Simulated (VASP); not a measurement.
Input:

```
CELL_PARAMETERS angstrom
     -2.84247     2.84247     5.62444
      2.84247    -2.84247     5.62444
      2.84247     2.84247    -5.62444
ATOMIC_POSITIONS crystal
  Ga 0.50000 0.50000 0.00000
  Ga 0.25000 0.75000 0.50000
  Cu 0.00000 0.00000 0.00000
  Cu 0.75000 0.25000 0.50000
  Se 0.87500 0.88101 0.50601
  Se 0.11899 0.62500 0.99399
  Se 0.37500 0.36899 0.49399
  Se 0.63101 0.12500 0.00601
```

The numbers are results of PBE GGA, VASP's PBE PAW potentials (set 64) (plane waves; VASP 6.6.1), not measurements. Run with 500 eV cut-off, 8×8×8 Γ-centred mesh, first-order Methfessel-Paxton smearing of 0.10 eV, potentials Ga_d Cu Se.

Energy and stress use the plane-wave basis of the starting cell.

**Question.** The ions, cell shape and volume at an external pressure of 5.0 GPa are relaxed. Give the cell that the relaxation ends in.

**Answer.** 
```
CELL_PARAMETERS angstrom
     -2.77536     2.77536     5.49760
      2.77536    -2.77536     5.49760
      2.77536     2.77536    -5.49760
ATOMIC_POSITIONS crystal
  Ga 0.50000 0.50000 0.00000
  Ga 0.25000 0.75000 0.50000
  Cu 0.00000 0.00000 0.00000
  Cu 0.75000 0.25000 0.50000
  Se 0.87500 0.88199 0.50699
  Se 0.11801 0.62500 0.99301
  Se 0.37500 0.36801 0.49301
  Se 0.63199 0.12500 0.00699
```
Space group I-42d (122), at a tolerance of 0.03 Å.

**Question.** How do energy and volume change from the first to the last step?

**Answer.** The energy (σ→0) changes by +22.1 meV/atom and the volume by -6.8 %, in 7 ionic steps.

The compound is CuGaSe2 in the chalcopyrite structure. This run relaxes it under an external pressure of 5 GPa. Symmetry was kept, so distortions that lower it aren't found.
